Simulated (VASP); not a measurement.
# Which native defect does Gd3Sn7 form most easily?, part 5 of 7

Which native defect is cheapest in Gd3Sn7, and how does that change with the growth condition? The start is a cell from a database of measured crystal structures.

VASP 6.6.1, plane waves and PAW; the level of theory is named at each step.

Still holding for the runs below: The data set Gd_3 holds the 4f electrons frozen in the core, so no f bands or f moments appear.

So far, formation energy of the neutral defect (eV): step 7 (energies of this defect, 39 atoms, defect vacancy, element …) 0.918.

## 8. The defect cell, 39 atoms, defect Gd vacancy

This step: LDA, 4f electrons in the core; plane waves and PAW (Gd_3, Sn) (VASP 6.6.1).

System of this step: Gd11Sn28. The cell holds 39 atoms: 11 Gd and 28 Sn. Cell: a = 13.838 Å, b = 13.838 Å, c = 8.727 Å, α = 80.9°, β = 80.9°, γ = 138.7°. It derives from Gd3Sn7. Nearest the centre at fractional (0.189, 0.811, 0.250): Sn37 at 3.14 Å, Sn38 at 3.14 Å, Sn39 at 3.14 Å, Sn36 at 3.14 Å, Sn31 at 3.22 Å, Sn30 at 3.22 Å, Sn18 at 3.22 Å, Sn16 at 3.22 Å.

File INCAR:

```
SYSTEM = Gd11Sn28
PREC = Normal
ENCUT = 300
EDIFF = 1E-05
NELM = 120
ISMEAR = 1
SIGMA = 0.2
LREAL = Auto
ALGO = Fast
GGA = CA
NBANDS = 136
LASPH = .TRUE.
LORBIT = 11
LWAVE = .FALSE.
LCHARG = .TRUE.
KPAR = 4
NCORE = 2
IBRION = 2
NSW = 50
ISIF = 2
EDIFFG = -0.03
POTIM = 0.4
MAXMIX = 40
ISYM = 2
```

File POSCAR:

```
Gd11Sn28
1.0
    2.1818620484     12.9496022637      4.3639213665
    2.1818620484    -12.9496022637      4.3639213665
    8.7274481936      0.0000000000      0.0000000000
Gd Sn
11 28
Direct
    0.1886862800      0.8113137200      0.7500000000
    0.6886862800      0.3113137200      0.5000000000
    0.6886862800      0.3113137200      0.0000000000
    0.8113137200      0.1886862800      0.2500000000
    0.8113137200      0.1886862800      0.7500000000
    0.3113137200      0.6886862800      0.5000000000
    0.3113137200      0.6886862800      0.0000000000
    0.2500000000      0.2500000000      0.8750000000
    0.2500000000      0.2500000000      0.3750000000
    0.7500000000      0.7500000000      0.1250000000
    0.7500000000      0.7500000000      0.6250000000
    0.0000000000      0.0000000000      0.2500000000
    0.0000000000      0.0000000000      0.7500000000
    0.5000000000      0.5000000000      0.5000000000
    0.5000000000      0.5000000000      0.0000000000
    0.3470145500      0.1529854500      0.1250000000
    0.3470145500      0.1529854500      0.6250000000
    0.8470145500      0.6529854500      0.3750000000
    0.8470145500      0.6529854500      0.8750000000
    0.1529854500      0.3470145500      0.1250000000
    0.1529854500      0.3470145500      0.6250000000
    0.6529854500      0.8470145500      0.3750000000
    0.6529854500      0.8470145500      0.8750000000
    0.4029211000      0.5970789000      0.2500000000
    0.4029211000      0.5970789000      0.7500000000
    0.9029211000      0.0970789000      0.5000000000
    0.9029211000      0.0970789000      0.0000000000
    0.5970789000      0.4029211000      0.2500000000
    0.5970789000      0.4029211000      0.7500000000
    0.0970789000      0.9029211000      0.5000000000
    0.0970789000      0.9029211000      0.0000000000
    0.5384150500      0.9615849500      0.1250000000
    0.5384150500      0.9615849500      0.6250000000
    0.0384150500      0.4615849500      0.3750000000
    0.0384150500      0.4615849500      0.8750000000
    0.9615849500      0.5384150500      0.1250000000
    0.9615849500      0.5384150500      0.6250000000
    0.4615849500      0.0384150500      0.3750000000
    0.4615849500      0.0384150500      0.8750000000
```

File KPOINTS:

```
Automatic mesh
0
Gamma
3 3 3
0 0 0
```

The projector-augmented-wave data sets are Gd_3 and Sn (PBE family, release 64).

Run with:

```console
$ mpirun -np 8 vasp_std
```

The log of the run:

```text
[... set-up lines as in an earlier step ...]
 entering main loop
       N       E                     dE             d eps       ncg     rms          rms(c)
DAV:   1     0.781077255889E+03    0.78108E+03   -0.62446E+04  2808   0.850E+02
DAV:   2    -0.122923245855E+03   -0.90400E+03   -0.85884E+03  3176   0.236E+02
DAV:   3    -0.206011120815E+03   -0.83088E+02   -0.80139E+02  3544   0.541E+01
DAV:   4    -0.208962176153E+03   -0.29511E+01   -0.29072E+01  3344   0.104E+01
DAV:   5    -0.209074674812E+03   -0.11250E+00   -0.11218E+00  3800   0.183E+00    0.754E+01
RMM:   6    -0.206797427435E+03    0.22772E+01   -0.29689E+00  2740   0.207E+00    0.439E+01
RMM:   7    -0.206245490869E+03    0.55194E+00   -0.33747E+00  2830   0.249E+00    0.239E+00
RMM:   8    -0.206117284049E+03    0.12821E+00   -0.51401E-01  2824   0.126E+00    0.817E-01
RMM:   9    -0.206088614697E+03    0.28669E-01   -0.13424E-01  2882   0.667E-01    0.407E-01
RMM:  10    -0.206090915828E+03   -0.23011E-02   -0.31860E-02  3442   0.280E-01    0.306E-01
RMM:  11    -0.206090946433E+03   -0.30605E-04   -0.33195E-03  3201   0.101E-01    0.150E-01
RMM:  12    -0.206090949115E+03   -0.26820E-05   -0.96037E-04  2909   0.535E-02    0.653E-02
RMM:  13    -0.206090913435E+03    0.35681E-04   -0.26607E-04  3035   0.257E-02    0.316E-02
RMM:  14    -0.206090913471E+03   -0.35716E-07   -0.81027E-05  2524   0.120E-02
   1 F= -.20609091E+03 E0= -.20609234E+03  d E =-.206091E+03
 curvature:   0.00 expect dE= 0.000E+00 dE for cont linesearch  0.000E+00
 trial: gam= 0.00000 g(F)=  0.419E-01 g(S)=  0.000E+00 ort = 0.000E+00 (trialstep = 0.100E+01)
 search vector abs. value=  0.419E-01
 bond charge predicted
       N       E                     dE             d eps       ncg     rms          rms(c)
DAV:   1    -0.206123233413E+03   -0.32320E-01   -0.73299E-01  3208   0.192E+00    0.552E-01
RMM:   2    -0.206127696546E+03   -0.44631E-02   -0.51050E-02  3227   0.507E-01    0.280E-01
RMM:   3    -0.206128605788E+03   -0.90924E-03   -0.11693E-02  3627   0.247E-01    0.106E-01
RMM:   4    -0.206128736521E+03   -0.13073E-03   -0.16426E-03  3158   0.906E-02    0.921E-02
RMM:   5    -0.206128766479E+03   -0.29957E-04   -0.46873E-04  3652   0.442E-02    0.882E-02
RMM:   6    -0.206128773812E+03   -0.73336E-05   -0.78394E-05  2426   0.176E-02
   2 F= -.20612877E+03 E0= -.20613049E+03  d E =-.378603E-01
[... from here on, the cycles between the ionic steps are left out ...]
   3 F= -.20618522E+03 E0= -.20618742E+03  d E =-.943100E-01
   4 F= -.20615444E+03 E0= -.20615683E+03  d E =-.635233E-01
   5 F= -.20619633E+03 E0= -.20619870E+03  d E =-.105418E+00
   6 F= -.20621621E+03 E0= -.20621830E+03  d E =-.198787E-01
   7 F= -.20622994E+03 E0= -.20623158E+03  d E =-.336121E-01
   8 F= -.20623025E+03 E0= -.20623181E+03  d E =-.339184E-01
   9 F= -.20623626E+03 E0= -.20623773E+03  d E =-.600805E-02
  10 F= -.20623782E+03 E0= -.20623922E+03  d E =-.757356E-02
  11 F= -.20623784E+03 E0= -.20623925E+03  d E =-.759468E-02
 curvature:  -2.73 expect dE=-0.191E-02 dE for cont linesearch -0.548E-05
 trial: gam= 0.16726 g(F)=  0.700E-03 g(S)=  0.000E+00 ort = 0.958E-04 (trialstep = 0.281E+01)
 search vector abs. value=  0.860E-03
 bond charge predicted
       N       E                     dE             d eps       ncg     rms          rms(c)
DAV:   1    -0.206238526821E+03   -0.68406E-03   -0.10979E-01  2816   0.782E-01    0.228E-01
RMM:   2    -0.206239170631E+03   -0.64381E-03   -0.72922E-03  3224   0.204E-01    0.263E-01
RMM:   3    -0.206239297743E+03   -0.12711E-03   -0.16726E-03  3567   0.980E-02    0.328E-01
RMM:   4    -0.206239291961E+03    0.57816E-05   -0.25863E-04  3128   0.378E-02    0.235E-01
RMM:   5    -0.206239281943E+03    0.10018E-04   -0.79306E-05  2619   0.184E-02    0.192E-01
RMM:   6    -0.206239279336E+03    0.26071E-05   -0.44963E-05  2145   0.123E-02
  12 F= -.20623928E+03 E0= -.20624075E+03  d E =-.143519E-02
 trial-energy change:   -0.001435  1 .order   -0.001444   -0.002016   -0.000873
 step:   4.9609(harm=  4.9609)  dis= 0.00744  next Energy=  -206.239621 (dE=-0.178E-02)
 reached required accuracy - stopping structural energy minimisation
```

The job ended after 14 min (8 MPI ranks of Intel Xeon Platinum 8259CL at 2.50GHz (Skylake/Cascade Lake), shared host; peak memory 3.2 GiB; 1.5 h of CPU time).

OUTCAR, selected parts (step 8):

```text
   NELECT =     211.0000    total number of electrons

 E-fermi :   5.2184

 k-point     1 :       0.0000    0.0000    0.0000
  band No.  band energies     occupation
    ...
    101       4.6277      2.00024
    102       4.7106      2.00194
    103       4.9612      2.06985
    104       5.0801      1.91402
    105       5.1204      1.72953
    106       5.3629      0.06531
    107       5.4596     -0.07080
    108       5.6979     -0.00362
    109       5.7451     -0.00125
    110       5.9309     -0.00001
    ...

  Total       -7.0349911     -1.5606886      0.0936453      0.0000000      0.0000000     -0.4523371
  in kB      -11.4267708     -2.5349898      0.1521058      0.0000000      0.0000000     -0.7347206
  external PRESSURE =      -4.6032183 kB  Pullay stress =       0.0000000 kB

 POSITION                                       TOTAL-FORCE (eV/Angst)
 -----------------------------------------------------------------------------------
      8.72745     -8.05838      4.36392        -0.000000     -0.003037     -0.000000
      6.54239      4.90118      4.34105         0.000863     -0.001918     -0.006340
     10.91251      4.90118      4.38680        -0.000863     -0.001918      0.006340
      4.36372      8.02645      4.36392         0.000000      0.007306     -0.000000
      8.72745      8.02384      4.36392        -0.000000      0.012708     -0.000000
      6.54622     -4.91398      4.36151        -0.002805     -0.003580      0.001246
     10.90868     -4.91398      4.36634         0.002805     -0.003580     -0.001246
      8.73501     -0.00566      2.17315         0.000165      0.007496      0.000291
      4.35521     -0.00321      2.17006        -0.001336      0.005116     -0.000600
      4.37224     -0.00321      6.55778         0.001336      0.005116      0.000600
      8.71988     -0.00566      6.55469        -0.000165      0.007496     -0.000291
      4.36372    -12.93737      4.36392        -0.000000     -0.008603     -0.000000
      8.72745    -12.85823      4.36392        -0.000000     -0.006648     -0.000000
      6.54556      0.03415      4.37245        -0.002925     -0.008117     -0.006818
      2.18189      0.03415      4.35539         0.002925     -0.008117      0.006818
      2.18451      2.59270      2.15625        -0.001045     -0.008041      0.012995
      6.54275      2.49857      2.18554         0.001140      0.002275     -0.003622
      6.54294      2.59270      6.57160         0.001045     -0.008041     -0.012995
     10.91215      2.49857      6.54231        -0.001140      0.002275      0.003622
      2.17907     -2.52863      2.18212        -0.001412      0.001086     -0.003109
      6.54654     -2.51575      2.16999         0.003723      0.010155     -0.007797
      6.54837     -2.52863      6.54573         0.001412      0.001086      0.003109
     10.90836     -2.51575      6.55785        -0.003723      0.010155      0.007797
      4.36372     -2.50190      4.36392        -0.000000      0.012413     -0.000000
[...]
-----------------------------------------------------------------------------------
    total drift:                               -0.000000     -0.047042     -0.000000

  FREE ENERGIE OF THE ION-ELECTRON SYSTEM (eV)
  ---------------------------------------------------
  free  energy   TOTEN  =      -206.2392793360 eV

  energy  without entropy=     -206.2437030749  energy(sigma->0) =     -206.24075392

[... 7 parts as in an earlier step ...]

[... 11 further parts left out ...]
```

The run keeps the 2 symmetry operations of its start, so it cannot find a distortion of lower symmetry.

Relaxation path:

```
step  energy less that of the first step (eV)  largest force (eV/Å)
   1                                   0.0000                0.3638
   2                                  -0.0379                0.2987
   3                                  -0.0943                0.1710
   4                                  -0.0635                0.4339
   5                                  -0.1054                0.1853
   6                                  -0.1253                0.1186
   7                                  -0.1390                0.0916
   8                                  -0.1393                0.1004
   9                                  -0.1453                0.0554
  10                                  -0.1469                0.0463
  11                                  -0.1469                0.0459
  12                                  -0.1484                0.0278
```

The atoms that moved most (Å):

```csv
atom,dx,dy,dz,length
Sn38,-0.060,-0.032,-0.083,0.108
Sn36,0.060,-0.032,0.083,0.108
Sn37,-0.059,-0.038,0.078,0.105
Sn39,0.059,-0.038,-0.078,0.105
Sn13,0.000,0.091,0.000,0.091
Sn30,-0.022,0.084,-0.004,0.087
Sn31,0.022,0.084,0.004,0.087
Sn16,0.003,0.080,-0.026,0.084
```

The relaxed structure:

```xyz
39
Lattice="2.1819 12.9496 4.3639 2.1819 -12.9496 4.3639 8.7274 0.0000 0.0000" Properties=species:S:1:pos:R:3 pbc="T T T"
Gd    8.7274   -8.0584    4.3639
Gd    6.5424    4.9012    4.3410
Gd    2.1851    4.9012    4.3868
Gd    4.3637    8.0265    4.3639
Gd    8.7274    8.0238    4.3639
Gd    6.5462   -4.9140    4.3615
Gd    2.1812   -4.9140    4.3663
Gd    8.7350   -0.0057    2.1731
Gd    4.3552   -0.0032    2.1701
Gd    4.3722   -0.0032    6.5578
Gd    8.7199   -0.0057    6.5547
Sn    2.1819    0.0122    0.0000
Sn    6.5456    0.0914    0.0000
Sn    6.5456    0.0341    4.3725
Sn    2.1819    0.0341    4.3554
Sn    2.1845    2.5927    2.1562
Sn    6.5427    2.4986    2.1855
Sn    6.5429    2.5927    6.5716
Sn   10.9121    2.4986    6.5423
Sn    2.1791   -2.5286    2.1821
Sn    6.5465   -2.5157    2.1700
Sn    6.5484   -2.5286    6.5457
Sn   10.9084   -2.5157    6.5579
Sn    4.3637   -2.5019    4.3639
Sn    8.7274   -2.5110    4.3639
Sn    6.5488   10.4170    4.3645
Sn    2.1787   10.4170    4.3634
Sn    4.3637    2.5124    4.3639
Sn    8.7274    2.5133    4.3639
Sn    6.5233  -10.3515    4.3600
Sn    2.2042  -10.3515    4.3679
Sn    4.3625   -5.5029    6.5281
Sn    8.7297   -5.5340    6.5519
Sn    4.3650   -5.5029    2.1997
Sn    8.7252   -5.5340    2.1760
Sn    4.4241    5.4478    6.6292
Sn    8.6684    5.4415    6.6238
Sn    4.3034    5.4478    2.0986
Sn    8.7864    5.4415    2.1040
```

Numbers from this step:

| Property | Result |
| --- | --- |
| electronic cycles | 89 |
| electrons | 211 |
| free energy (TOTEN) | -206.2393 eV |
| energy at zero smearing | -206.2408 eV |
| Fermi energy | 5.218 eV |

Valence density in the ab plane at fractional z = 0.250, through the centre, with atoms of Gd and Sn within 0.45 Å of it. It is the smooth field of the valence electrons, not physical close to the nuclei.

Values in e/Å³, 13 rows by 16 columns, each cell a mean:
```
0.2 0.1 0.1 0.1 0.1 0.1 0.1 0.2 0.3 0.2 0.1 0.2 0.2 0.1 0.2 0.1
0.1 0.1 0.0 0.0 0.0 0.1 0.2 0.3 0.2 0.1 0.2 0.2 0.2 0.2 0.2 0.2
0.1 0.0 0.0 0.0 0.0 0.1 0.2 0.1 0.1 0.1 0.2 0.2 0.2 0.1 0.2 0.2
0.1 0.0 0.0 0.0 0.1 0.1 0.1 0.2 0.2 0.2 0.2 0.4 0.2 0.2 0.2 0.2
0.1 0.1 0.1 0.1 0.1 0.2 0.2 0.2 0.2 0.1 0.3 0.2 0.1 0.2 0.2 0.1
0.2 0.2 0.2 0.1 0.2 0.2 0.0 0.2 0.1 0.1 0.1 0.2 0.2 0.1 0.2 0.2
0.3 0.3 0.2 0.1 0.2 0.2 0.2 0.1 0.1 0.2 0.2 0.2 0.1 0.2 0.3 0.3
0.2 0.1 0.1 0.2 0.2 0.2 0.1 0.1 0.2 0.0 0.1 0.2 0.1 0.2 0.2 0.2
0.1 0.2 0.2 0.2 0.2 0.4 0.2 0.2 0.2 0.2 0.2 0.1 0.1 0.1 0.2 0.1
0.2 0.2 0.2 0.2 0.4 0.2 0.1 0.2 0.2 0.1 0.1 0.1 0.3 1.1 0.8 0.2
0.2 0.2 0.1 0.1 0.2 0.2 0.2 0.1 0.2 0.2 0.1 0.3 1.8 1.8 0.4 0.1
0.2 0.2 0.2 0.2 0.2 0.2 0.1 0.2 0.3 0.2 0.1 0.6 1.0 0.3 0.1 0.1
0.0 0.2 0.1 0.2 0.2 0.1 0.1 0.2 0.3 0.2 0.1 0.2 0.2 0.1 0.1 0.2
```
Columns run along a (13.8 Å), rows up along b (13.8 Å). Atoms in or near the plane, at fractional coordinates: Gd at (0.81, 0.19), Sn at (0.00, 0.00), Sn at (0.40, 0.60), Sn at (0.60, 0.40).

The run ended after 12 ionic steps, 0.148 eV below its first step, once the forces on the free atoms met EDIFFG = -0.03.

The 10 first neighbours (Sn) lie 3.22 Å from the site on average (3.14 to 3.38) in the perfect crystal and 3.14 Å on average after the relaxation (-2.4 %, spread from 3.04 to 3.35 Å).

## 9. Energies of this defect, 39 atoms, defect vacancy, element Gd

This step: point defect, LDA; plane waves and PAW (VASP 6.6.1).

Derived from the runs above.

This step gave:

| Property | Result |
| --- | --- |
| formation energy of the neutral defect | 3.283 eV |

Formation energy:

```csv
formation energy (eV),largest move (Å)
3.283,0.1078
```

E_f is E(defect cell) less E(perfect cell), corrected for the atoms exchanged with their references.

References, in eV an atom: Gd -5.271 (crystal P6_3/mmc) and Sn -4.493 (crystal I4_1/amd). They were run at the supercell's cutoff and functional, without U, and count both elements from their own phases.

The formation energy is 3.283 eV, and the largest move of an atom 0.11 Å.

[end of part 5 of 7]

[Lines on the potential files, build, host, timing and source positions are cut from VASP's logs without a mark.]

[Logs are printed without paths, hosts, clocks, repeated set-up lines and the standing remarks that a program may print on its own settings, such as how far it seeks lower states.]

[Hosts, paths, dates, database ids (printed as entryN), source tags and the programs' standing remarks are cut or masked in the printed files.]

[In band tables of VASP the shares of atoms and orbitals are scaled to a sum of 1 inside the atoms' spheres.]

[Runs that stopped without an error message from VASP are left out.]
